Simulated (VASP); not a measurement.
OSZICAR of a VASP run on Pd (space group Im-3m):

OSZICAR:
```
       N       E                     dE             d eps       ncg     rms          rms(c)
DAV:   1     0.111055880348E+02    0.11106E+02   -0.44848E+03  2184   0.843E+02
DAV:   2    -0.257579930181E+02   -0.36864E+02   -0.35804E+02  2299   0.174E+02
DAV:   3    -0.260380692515E+02   -0.28008E+00   -0.27975E+00  2569   0.181E+01
DAV:   4    -0.260398656550E+02   -0.17964E-02   -0.17963E-02  2663   0.128E+00
DAV:   5    -0.260398892483E+02   -0.23593E-04   -0.23594E-04  2785   0.115E-01    0.759E+00
DAV:   6    -0.226875669730E+02    0.33523E+01   -0.70911E+00  2218   0.243E+01    0.385E+00
DAV:   7    -0.229028911697E+02   -0.21532E+00   -0.81374E-01  2255   0.638E+00    0.217E+00
DAV:   8    -0.228937780293E+02    0.91131E-02   -0.19342E-02  2250   0.124E+00    0.294E-01
DAV:   9    -0.229005841971E+02   -0.68062E-02   -0.11257E-02  2268   0.959E-01    0.979E-02
DAV:  10    -0.229010975991E+02   -0.51340E-03   -0.60979E-04  2598   0.214E-01    0.263E-02
DAV:  11    -0.229011860933E+02   -0.88494E-04   -0.74552E-04  2639   0.188E-01    0.331E-02
DAV:  12    -0.229011650666E+02    0.21027E-04   -0.36006E-05  2253   0.656E-02    0.164E-02
DAV:  13    -0.229011897485E+02   -0.24682E-04   -0.21652E-05  2240   0.358E-02    0.527E-03
DAV:  14    -0.229011896814E+02    0.67078E-07   -0.78717E-06  2263   0.180E-02
   1 F= -.22901190E+02 E0= -.22901023E+02  d E =-.229012E+02
       N       E                     dE             d eps       ncg     rms          rms(c)
DAV:   1    -0.236781068813E+02   -0.77692E+00   -0.16130E+01  2184   0.448E+01    0.648E+00
DAV:   2    -0.228525393792E+02    0.82557E+00   -0.44984E+00  2199   0.185E+01    0.900E-01
DAV:   3    -0.228803539511E+02   -0.27815E-01   -0.67523E-02  2386   0.205E+00    0.797E-01
DAV:   4    -0.228887785531E+02   -0.84246E-02   -0.20212E-01  2567   0.277E+00    0.631E-01
DAV:   5    -0.228899316467E+02   -0.11531E-02   -0.43396E-02  2275   0.179E+00    0.122E-01
DAV:   6    -0.228896621260E+02    0.26952E-03   -0.11144E-03  2310   0.378E-01    0.125E-01
DAV:   7    -0.228900299366E+02   -0.36781E-03   -0.79817E-04  2237   0.331E-01    0.725E-02
DAV:   8    -0.228900505737E+02   -0.20637E-04   -0.56090E-04  2346   0.200E-01    0.100E-02
DAV:   9    -0.228900592071E+02   -0.86334E-05   -0.52886E-06  3287   0.205E-02    0.627E-03
DAV:  10    -0.228900533315E+02    0.58756E-05   -0.16712E-07  1251   0.583E-03    0.595E-03
DAV:  11    -0.228900575567E+02   -0.42252E-05   -0.19697E-06  1131   0.109E-02    0.229E-03
DAV:  12    -0.228900566645E+02    0.89221E-06   -0.66913E-07  1164   0.625E-03
   2 F= -.22890057E+02 E0= -.22889983E+02  d E =0.111330E-01
       N       E                     dE             d eps       ncg     rms          rms(c)
DAV:   1    -0.231928037181E+02   -0.30275E+00   -0.57474E+00  2203   0.272E+01    0.354E+00
DAV:   2    -0.228882878164E+02    0.30452E+00   -0.17915E+00  2207   0.110E+01    0.102E+00
DAV:   3    -0.229083021339E+02   -0.20014E-01   -0.41174E-02  2388   0.139E+00    0.807E-01
DAV:   4    -0.229083585460E+02   -0.56412E-04   -0.71865E-02  2345   0.166E+00    0.379E-01
DAV:   5    -0.229102291526E+02   -0.18706E-02   -0.15659E-02  2181   0.100E+00    0.774E-02
DAV:   6    -0.229103152268E+02   -0.86074E-04   -0.35389E-04  2367   0.174E-01    0.505E-02
DAV:   7    -0.229101636221E+02    0.15160E-03   -0.33885E-04  2238   0.207E-01    0.156E-02
DAV:   8    -0.229103343563E+02   -0.17073E-03   -0.12625E-04  2226   0.133E-01    0.481E-03
DAV:   9    -0.229103297379E+02    0.46184E-05   -0.93929E-07  2724   0.859E-03    0.281E-03
DAV:  10    -0.229103312010E+02   -0.14631E-05   -0.52239E-08  1140   0.222E-03    0.212E-03
DAV:  11    -0.229103295468E+02    0.16542E-05   -0.13384E-07  1117   0.367E-03    0.581E-04
DAV:  12    -0.229103299345E+02   -0.38767E-06   -0.44752E-08  1106   0.173E-03
   3 F= -.22910330E+02 E0= -.22910208E+02  d E =-.914025E-02
```

Problem. Which electronic solver shows in the log?

Solution. It is blocked Davidson (ALGO = Normal, or the opening steps of other solvers). The INCAR had ALGO = Normal.

Problem. Can the final energy be trusted as converged?

Solution. The run converged. It stopped with EDIFF = 1E-6, NELM = 100, NSW = 60 and EDIFFG = -0.01 after 3 ionic steps (r2SCAN meta-GGA, plane waves, VASP's PBE PAW potentials (set 64)). Energy and stress use the plane-wave basis of the starting cell.

The structure comes from a computed database's Pd entry (Im-3m); how it stands against other phases isn't given here. This run relaxes it. Symmetry was kept, so distortions that lower it aren't found.
